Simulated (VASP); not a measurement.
Crystal: Nb3B5.

```
CELL_PARAMETERS angstrom
5.30859 -0.02299 0.03353
-2.67420 4.61491 0.00541
0.01993 0.01522 3.16440
ATOMIC_POSITIONS crystal
Nb 0.00057 0.68776 0.02491
Nb 0.33274 0.34041 0.00788
Nb 0.66797 0.97423 0.99787
B 0.65084 0.32043 0.49413
B 0.34704 0.68321 0.47625
B 0.99916 0.35210 0.50344
B 0.34004 0.99834 0.48071
B 0.66121 0.66247 0.49211
```

The cell was built by a generator and needn't be a form met in nature.

* Program: VASP 6.6.1
* Task: relaxation of cell and atoms
* Functional: PBE
* Potentials or basis: VASP PAW PBE potentials, release 64 (Nb_sv, B)
* Cutoff: 520 eV
* k mesh: 5 × 5 × 7
* Occupations: gaussian, width 0.15 eV
* Spin: no spin polarisation

At the start: pressure 18.1 GPa; volume 9.67 Å³/atom.

Where does the relaxation end?

Over 11 steps the energy falls by 106.1 meV/atom and the volume is 10.17 Å³/atom (+5.2 %); space group P-62m (No. 189, to 0.05 Å).

Step by step:
```csv
step,energy change (eV),largest force (eV/Å),pressure (GPa),volume (Å³)
1,0.0000,3.9478,18.14,77.32
2,-0.0527,1.1860,-22.52,90.21
3,-0.7164,0.8546,-6.25,83.35
4,-0.7172,0.9092,-5.53,83.15
5,-0.8246,0.4123,2.86,80.50
6,-0.8297,0.3316,1.35,80.95
7,-0.8455,0.1612,-0.44,81.45
8,-0.8457,0.1499,-0.57,81.50
9,-0.8484,0.0561,0.30,81.20
10,-0.8484,0.0568,0.32,81.19
11,-0.8489,0.0232,-0.09,81.34
```

Final structure:
```
CELL_PARAMETERS angstrom
5.40904 0.00019 -0.00034
-2.70427 4.68347 0.00037
-0.00022 0.00022 3.21076
ATOMIC_POSITIONS crystal
Nb 0.99989 0.67839 0.99723
Nb 0.32387 0.32624 0.99723
Nb 0.67597 0.00237 0.99728
B 0.66666 0.33577 0.49703
B 0.33342 0.66920 0.49722
B 0.00006 0.34713 0.49716
B 0.34459 0.00223 0.49694
B 0.65511 0.65763 0.49720
```
